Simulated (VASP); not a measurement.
All values below come from r2SCAN meta-GGA, VASP's PBE PAW potentials (set 64) (plane waves; VASP).

A VASP calculation is set up with these files.

### KPOINTS
```
Automatic mesh
0
Gamma
5 5 5
0 0 0
```

INCAR:
```
! general
SYSTEM =KTaO3
PREC   =Accurate
ENCUT  =520
LREAL  =.FALSE.
LASPH  =.TRUE.

! electronic loop
EDIFF  =1E-8
NELM   =100
ALGO   =Normal
LMAXMIX=6
LMIXTAU=.TRUE.

! smearing
ISMEAR =0
SIGMA  =0.05

! functional
METAGGA=R2SCAN

! ions
IBRION =1
NSW    =30
ISIF   =2
EDIFFG =-0.001

! output
LWAVE  =.FALSE.
LCHARG =.FALSE.
```

File POSCAR:
```
KTaO3
1.0
  3.9959558717   0.0000000000   0.0000000000
  0.0000000000   3.9959558717   0.0000000000
  0.0000000000   0.0000000000   3.9959558717
K Ta O
1 1 3
Direct
  0.0000000000   0.0000000000   0.0000000000
  0.5000000000   0.5000000000   0.5000000000
  0.5000000000   0.0000000000   0.5000000000
  0.0000000000   0.5000000000   0.5000000000
  0.5000000000   0.5000000000   0.0000000000
```

POTCAR, in this order: K_sv Ta_pv O (PBE.64 set). Program: vasp_std.

Output

### OUTCAR
```
 ion  position               nearest neighbor table
   1  0.000  0.000  0.000-   3 2.83   4 2.83   5 2.83   3 2.83   4 2.83   4 2.83   5 2.83   4 2.83
                             3 2.83   5 2.83   3 2.83   5 2.83   2 3.46   2 3.46   2 3.46   2 3.46
   2  0.500  0.500  0.500-   3 2.00   4 2.00   5 2.00   5 2.00   3 2.00   4 2.00   1 3.46   1 3.46
                             1 3.46   1 3.46   1 3.46   1 3.46   1 3.46   1 3.46
   3  0.500  0.000  0.500-   2 2.00   2 2.00   1 2.83   1 2.83   1 2.83   1 2.83
   4  0.000  0.500  0.500-   2 2.00   2 2.00   1 2.83   1 2.83   1 2.83   1 2.83
   5  0.500  0.500  0.000-   2 2.00   2 2.00   1 2.83   1 2.83   1 2.83   1 2.83
  LATTYP: Found a simple cubic cell.
 ALAT       =     3.9959558717
 Subroutine PRICEL returns:
 Original cell was already a primitive cell.
 Subroutine GETGRP returns: Found 48 space group operations
The static configuration has the point symmetry O_h .
The dynamic configuration has the point symmetry O_h .
 Subroutine INISYM returns: Found 48 space group operations
 Subroutine IBZKPT returns following result:
 Found     10 irreducible k-points:

 Following reciprocal coordinates:
            Coordinates               Weight
  0.000000  0.000000  0.000000      1.000000
  0.200000  0.000000  0.000000      6.000000
  0.400000  0.000000  0.000000      6.000000
  0.200000  0.200000  0.000000     12.000000
  0.400000  0.200000  0.000000     24.000000
  0.400000  0.400000  0.000000     12.000000
  0.200000  0.200000  0.200000      8.000000
  0.400000  0.200000  0.200000     24.000000
  0.400000  0.400000  0.200000     24.000000
  0.400000  0.400000  0.400000      8.000000
   k-points           NKPTS =     10   k-points in BZ     NKDIM =     10   number of bands    NBANDS=     23
   number of dos      NEDOS =    301   number of ions     NIONS =      5
   total plane-waves  NPLWV =  27000
   dimension x,y,z NGX =    30 NGY =   30 NGZ =   30
   dimension x,y,z NGXF=    60 NGYF=   60 NGZF=   60
   ions per type =               1   1   3
   PREC   = accura    normal or accurate (medium, high low for compatibility)
   ISTART =      0    job   : 0-new  1-cont  2-samecut
   ICHARG =      2    charge: 1-file 2-atom 10-const
...
```

File OSZICAR:
```
       N       E                     dE             d eps       ncg     rms          rms(c)
DAV:   1     0.290734352245E+03    0.29073E+03   -0.21926E+04   460   0.171E+03
DAV:   2    -0.876211288751E+02   -0.37836E+03   -0.37197E+03   573   0.466E+02
DAV:   3    -0.106636581555E+03   -0.19015E+02   -0.18972E+02   572   0.104E+02
DAV:   4    -0.107133996782E+03   -0.49742E+00   -0.49719E+00   818   0.150E+01
DAV:   5    -0.107136565634E+03   -0.25689E-02   -0.25688E-02   572   0.110E+00    0.363E+01
DAV:   6    -0.881617464224E+02    0.18975E+02   -0.29082E+01   594   0.445E+01    0.139E+01
DAV:   7    -0.867274668477E+02    0.14343E+01   -0.18611E+00   672   0.120E+01    0.716E+00
DAV:   8    -0.906795821384E+02   -0.39521E+01   -0.10765E+00   708   0.105E+01    0.973E-01
DAV:   9    -0.868202152247E+02    0.38594E+01   -0.69284E-01   621   0.765E+00    0.460E-01
DAV:  10    -0.870516951782E+02   -0.23148E+00   -0.63646E-02   683   0.211E+00    0.368E-01
DAV:  11    -0.870359016181E+02    0.15794E-01   -0.10998E-03   652   0.290E-01    0.341E-01
DAV:  12    -0.871517519651E+02   -0.11585E+00   -0.33221E-02   516   0.194E+00    0.773E-02
DAV:  13    -0.871592949122E+02   -0.75429E-02   -0.39268E-03   683   0.592E-01    0.758E-02
DAV:  14    -0.871595409355E+02   -0.24602E-03   -0.43928E-04   576   0.217E-01    0.109E-01
DAV:  15    -0.871597660885E+02   -0.22515E-03   -0.83264E-05   784   0.833E-02    0.738E-02
DAV:  16    -0.871598316229E+02   -0.65534E-04   -0.18035E-04   795   0.128E-01    0.278E-02
DAV:  17    -0.871598419723E+02   -0.10349E-04   -0.29641E-04   530   0.189E-01    0.104E-02
DAV:  18    -0.871600248026E+02   -0.18283E-03   -0.66773E-05   530   0.896E-02    0.426E-03
DAV:  19    -0.871600250311E+02   -0.22848E-06   -0.25140E-06   752   0.133E-02    0.295E-03
DAV:  20    -0.871600279242E+02   -0.28931E-05   -0.18627E-06   630   0.155E-02    0.373E-03
DAV:  21    -0.871600293247E+02   -0.14005E-05   -0.66974E-07   572   0.876E-03    0.120E-03
DAV:  22    -0.871600291866E+02    0.13812E-06   -0.12154E-07   594   0.316E-03    0.246E-04
DAV:  23    -0.871600292386E+02   -0.52025E-07   -0.27540E-08   515   0.178E-03    0.140E-04
DAV:  24    -0.871600292437E+02   -0.50659E-08   -0.23176E-09   391   0.509E-04
   1 F= -.87160029E+02 E0= -.87160029E+02  d E =-.871600E+02
```

**OUTCAR**
```
------------------------ aborting loop because EDIFF is reached ----------------------------------------
  FORCE on cell =-STRESS in cart. coord.  units (eV):
  Direction    XX          YY          ZZ          XY          YZ          ZX
  --------------------------------------------------------------------------------------
  Total       -0.0001490     -0.0001490     -0.0001490      0.0000000     -0.0000000      0.0000000
  in kB       -0.0037413     -0.0037413     -0.0037413      0.0000000     -0.0000000      0.0000000
  external PRESSURE =      -0.0037413 kB  Pullay stress =       0.0000000 kB
  volume of cell :       63.81
      direct lattice vectors                 reciprocal lattice vectors
     3.995955872  0.000000000  0.000000000     0.250253014  0.000000000  0.000000000
     0.000000000  3.995955872  0.000000000     0.000000000  0.250253014  0.000000000
     0.000000000  0.000000000  3.995955872     0.000000000  0.000000000  0.250253014
 POSITION                                       TOTAL-FORCE (eV/Angst)
 -----------------------------------------------------------------------------------
      0.00000      0.00000      0.00000         0.000000      0.000000      0.000000
      1.99798      1.99798      1.99798         0.000000      0.000000      0.000000
      1.99798      0.00000      1.99798         0.000000      0.000000      0.000000
      0.00000      1.99798      1.99798         0.000000      0.000000      0.000000
      1.99798      1.99798      0.00000         0.000000      0.000000      0.000000
 -----------------------------------------------------------------------------------
    total drift:                                0.000000      0.000000     -0.000000
  FREE ENERGIE OF THE ION-ELECTRON SYSTEM (eV)
  ---------------------------------------------------
  free  energy   TOTEN  =       -87.1600292437 eV

  energy  without entropy=      -87.1600292437  energy(sigma->0) =      -87.16002924

 reached required accuracy - stopping structural energy minimisation
```
(Selected blocks of OUTCAR.)

The compound is KTaO3 in the cubic perovskite structure. It was relaxed first. The start is the result of an earlier pass.
